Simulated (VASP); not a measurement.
The system is SnO (Romarchite).

```
Sn O
1.0
     3.79860    0.00000    0.00000
     0.00000    3.79860    0.00000
     0.00000    0.00000    4.84080
Sn O
2 2
Direct
  0.50000 0.00000 0.23690
  0.00000 0.50000 0.76310
  0.00000 0.00000 0.00000
  0.50000 0.50000 0.00000
```

| Quantity | Value |
| --- | --- |
| Program | VASP 6.6.1 |
| Task | relaxation of cell and atoms |
| Functional | PBE |
| Dispersion | D3(BJ) |
| Potentials or basis | VASP PAW PBE potentials, release 64 (Sn_d, O) |
| Cutoff | 600 eV |
| k mesh | 8 × 8 × 6 |
| Occupations | gaussian, width 0.03 eV |
| Spin | no spin polarisation |

At the start: pressure 2.8 GPa; volume 17.46 Å³/atom.

**Question.** How do energy, volume and symmetry change on relaxing?

**Answer.** Over 15 steps the energy falls by 7.0 meV/atom and the volume is 17.39 Å³/atom (-0.4 %); space group P4/nmm (No. 129, to 0.05 Å).

The path:
| step | energy change (eV) | largest force (eV/Å) | pressure (GPa) | volume (Å³) |
| --- | --- | --- | --- | --- |
| 1 | 0.0000 | 0.5986 | 2.85 | 69.85 |
| 2 | 0.0007 | 0.5050 | -2.93 | 73.04 |
| 3 | -0.0222 | 0.0328 | -0.21 | 71.39 |
| 4 | -0.0222 | 0.0443 | -0.09 | 71.36 |
| 5 | -0.0234 | 0.0545 | -0.12 | 71.24 |
| 6 | -0.0256 | 0.0856 | -0.12 | 70.88 |
| 7 | -0.0239 | 0.1446 | -0.08 | 70.13 |
| 8 | -0.0259 | 0.1072 | -0.12 | 70.66 |
| 9 | -0.0269 | 0.0494 | -0.19 | 70.42 |
| 10 | -0.0275 | 0.0452 | -0.41 | 69.97 |
| 11 | -0.0279 | 0.0041 | 0.09 | 69.37 |
| 12 | -0.0280 | 0.0122 | -0.01 | 69.50 |
| 13 | -0.0280 | 0.0142 | -0.05 | 69.53 |
| 14 | -0.0280 | 0.0153 | -0.02 | 69.52 |
| 15 | -0.0280 | 0.0041 | -0.02 | 69.55 |

Final structure:
```cif
data_structure
_symmetry_space_group_name_H-M 'P 1'
_symmetry_Int_Tables_number 1
_cell_length_a 3.8354
_cell_length_b 3.8354
_cell_length_c 4.7280
_cell_angle_alpha 90.000
_cell_angle_beta 90.000
_cell_angle_gamma 90.000
_cell_volume 69.55
loop_
_atom_site_label
_atom_site_type_symbol
_atom_site_fract_x
_atom_site_fract_y
_atom_site_fract_z
_atom_site_occupancy
Sn1 Sn 0.50000 0.00000 0.24596 1
Sn2 Sn 0.00000 0.50000 0.75404 1
O1 O 0.00000 0.00000 0.00000 1
O2 O 0.50000 0.50000 0.00000 1
```

Caveat: pairwise dispersion overbinds metals, which lowers pressure and volume.
